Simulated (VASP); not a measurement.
# Nb (Niobium): how cutoff and mesh change the relaxed cell, part 2 of 2

How far does the relaxed cell of Nb (Niobium) depend on cutoff and k mesh? The starting structure is a measured crystal structure from the Crystallography Open Database. The first relaxation on each setting starts from this cell expanded by 3 % in volume.

VASP 6.6.1.

Results so far: reference 17.46 Å³ an atom; a cutoff of 290 eV 17.34 Å³ an atom; a 10×10×10 mesh 17.44 Å³ an atom.

### 5. Relaxation with a cutoff of 600 eV (continued)

Level of this step: PBEsol; plane waves and PAW (Nb_sv) (VASP).

OUTCAR, selected parts (step 5):

```text
  Total       -0.0037631     -0.0037631     -0.0037631      0.0000000      0.0000000     -0.0000000
  in kB       -0.3445793     -0.3445793     -0.3445793      0.0000000      0.0000000     -0.0000000
  external PRESSURE =      -0.3445793 kB  Pullay stress =       0.0000000 kB

 POSITION                                       TOTAL-FORCE (eV/Angst)
 -----------------------------------------------------------------------------------
      0.00000      0.00000      0.00000        -0.000000     -0.000000      0.000000
 -----------------------------------------------------------------------------------
    total drift:                                0.000000      0.000000      0.000000

  FREE ENERGIE OF THE ION-ELECTRON SYSTEM (eV)
  ---------------------------------------------------
  free  energy   TOTEN  =       -10.9514407704 eV

  energy  without entropy=      -10.9510970819  energy(sigma->0) =      -10.95132621

[... 2 parts as in an earlier step ...]

[... 2 further parts left out ...]
[key lines of the parts left out:]
E-fermi :  11.4313
```

With a cutoff of 600 eV the cell ends at 17.497 Å³ an atom, +0.21 % from the reference.

### 6. Relaxation with a 26×26×26 mesh

Against step 2 the input has a 26×26×26 mesh. This run starts from the cell of an earlier relaxation, which isn't shown; the restart sets up the plane waves anew.

The input, INCAR:

```
SYSTEM = Nb
PREC = Accurate
ENCUT = 450
EDIFF = 1E-06
NELM = 100
ISMEAR = 1
SIGMA = 0.15
LREAL = .FALSE.
ALGO = Normal
GGA = PS
NBANDS = 12
LORBIT = 11
LWAVE = .FALSE.
LCHARG = .FALSE.
KPAR = 4
IBRION = 2
NSW = 50
ISIF = 3
EDIFFG = -0.006
```

The input, POSCAR:

```
Nb
1.0
   -1.6345671790      1.6345671790      1.6345671790
    1.6345671790     -1.6345671790      1.6345671790
    1.6345671790      1.6345671790     -1.6345671790
Nb
1
Direct
    0.0000000000      0.0000000000      0.0000000000
```

The input, KPOINTS:

```
Automatic mesh
0
Gamma
26 26 26
0 0 0
```

Potentials, in the order of the species: Nb_sv (PBE family, release 64).

Command:

```bash
> mpirun -np 4 vasp_std
```

The log of the run:

```text
[... set-up lines as in an earlier step ...]
 entering main loop
       N       E                     dE             d eps       ncg     rms          rms(c)
DAV:   1     0.104215162749E+03    0.10422E+03   -0.67637E+03 12352   0.974E+02
DAV:   2    -0.747246839580E+01   -0.11169E+03   -0.10775E+03 13572   0.361E+02
DAV:   3    -0.111986454266E+02   -0.37262E+01   -0.35694E+01 17456   0.580E+01
DAV:   4    -0.114119795694E+02   -0.21333E+00   -0.21221E+00 16948   0.128E+01
[...]
DAV:  10    -0.109506935918E+02   -0.13485E-04   -0.18883E-05 14636   0.514E-02    0.127E-02
DAV:  11    -0.109506886555E+02    0.49363E-05   -0.44451E-06 16068   0.340E-02    0.270E-03
DAV:  12    -0.109506885414E+02    0.11415E-06   -0.14230E-07  8248   0.491E-03
   1 F= -.10950689E+02 E0= -.10950874E+02  d E =-.109507E+02
[...]
N       E                     dE             d eps       ncg     rms          rms(c)
DAV:   1    -0.109514297048E+02   -0.74105E-03   -0.21123E-02 16512   0.203E+00    0.228E-01
[...]
DAV:   4    -0.109506503384E+02   -0.18831E-04   -0.13446E-05 16248   0.378E-02    0.206E-02
DAV:   5    -0.109506681161E+02   -0.17778E-04   -0.40798E-05 20436   0.427E-02    0.895E-03
DAV:   6    -0.109506686011E+02   -0.48504E-06   -0.11056E-06 10556   0.131E-02
   2 F= -.10950669E+02 E0= -.10950854E+02  d E =0.199403E-04
 trial-energy change:    0.000020  1 .order    0.000020   -0.000037    0.000077
 step:   0.3269(harm=  0.3269)  dis= 0.00000  next Energy=   -10.950695 (dE=-0.611E-05)
[...]
N       E                     dE             d eps       ncg     rms          rms(c)
DAV:   1    -0.109510357053E+02   -0.36759E-03   -0.95210E-03 16240   0.136E+00    0.152E-01
DAV:   2    -0.109507216409E+02    0.31406E-03   -0.73813E-04 17296   0.353E-01    0.441E-02
DAV:   3    -0.109506839724E+02    0.37668E-04   -0.26957E-04 22180   0.163E-01    0.279E-02
DAV:   4    -0.109506891150E+02   -0.51426E-05   -0.59943E-06 15976   0.256E-02    0.141E-02
DAV:   5    -0.109506947402E+02   -0.56252E-05   -0.18553E-05 20472   0.289E-02    0.602E-03
DAV:   6    -0.109506940973E+02    0.64292E-06   -0.50070E-07  9012   0.891E-03
   3 F= -.10950694E+02 E0= -.10950880E+02  d E =-.555589E-05
[...]
reached required accuracy - stopping structural energy minimisation
```

Elapsed: 18 s, on 4 MPI ranks of Intel Xeon 6975P-C (Granite Rapids), shared host; peak memory 0.78 GiB.

Parts of OUTCAR (step 6):

```text
  Total        0.0005398      0.0005398      0.0005398      0.0000000     -0.0000000      0.0000000
  in kB        0.0495492      0.0495492      0.0495492      0.0000000     -0.0000000      0.0000000
  external PRESSURE =       0.0495492 kB  Pullay stress =       0.0000000 kB

 POSITION                                       TOTAL-FORCE (eV/Angst)
 -----------------------------------------------------------------------------------
      0.00000      0.00000     -0.00000        -0.000000      0.000000      0.000000
 -----------------------------------------------------------------------------------
    total drift:                                0.000000     -0.000000      0.000000

  FREE ENERGIE OF THE ION-ELECTRON SYSTEM (eV)
  ---------------------------------------------------
  free  energy   TOTEN  =       -10.9506940973 eV

  energy  without entropy=      -10.9512511759  energy(sigma->0) =      -10.95087979

[... 1 part as in an earlier step ...]

[... 3 further parts left out ...]
[key lines of the parts left out:]
E-fermi :  11.4732
```

With a 26×26×26 mesh the cell ends at 17.456 Å³ an atom, -0.02 % from the reference.

### 7. The runs compared

```
               run  volume (Å³/atom)  change (%)  pressure left (GPa)  core minutes
         reference             17.46           -                 0.01          1.33
a cutoff of 290 eV            17.338        -0.7                -0.01          0.56
   a 10×10×10 mesh            17.441       -0.11                  0.0         0.533
a cutoff of 600 eV            17.497        0.21                -0.03          1.35
   a 26×26×26 mesh            17.456       -0.02                  0.0          3.23
```

Core minutes are wall time times ranks, summed over the relaxations behind a row (those for a bulk modulus apart), on shared hosts.

### 8. Outcome

```yaml
volume_of_the_reference: 17.46 Å³/atom
volume_against_the_reference_a_cutoff_of_290_ev: -0.70 %
volume_against_the_reference_a_10x10x10_mesh: -0.11 %
volume_against_the_reference_a_cutoff_of_600_ev: +0.21 %
volume_against_the_reference_a_26x26x26_mesh: -0.02 %
```

The volume moves most with a cutoff of 290 eV: -0.70 % against the reference (450 eV, 18×18×18 mesh). On finer settings it changes by +0.21 % with a cutoff of 600 eV and -0.02 % with a 26×26×26 mesh. The relaxations stop with up to 0.03 GPa left, which at a bulk modulus of 50 GPa, to name a scale, is 0.07 % of the volume. That understates it: a restart alone still moved the volume by up to 0.3 %. A cell that shrinks at the lower cutoff is the usual mark of Pulay stress, the error that a plane-wave basis makes when it is kept while the volume changes. Further runs on this material are not shown.

[Lines on the potential files, build, host, timing and source positions are cut from VASP's logs without a mark.]

[Logs are printed without paths, hosts, clocks, repeated set-up lines and the standing remarks that a program may print on its own settings, such as how far it seeks lower states.]

[Hosts, paths, dates, database ids (printed as entryN), source tags and the programs' standing remarks are cut or masked in the printed files.]
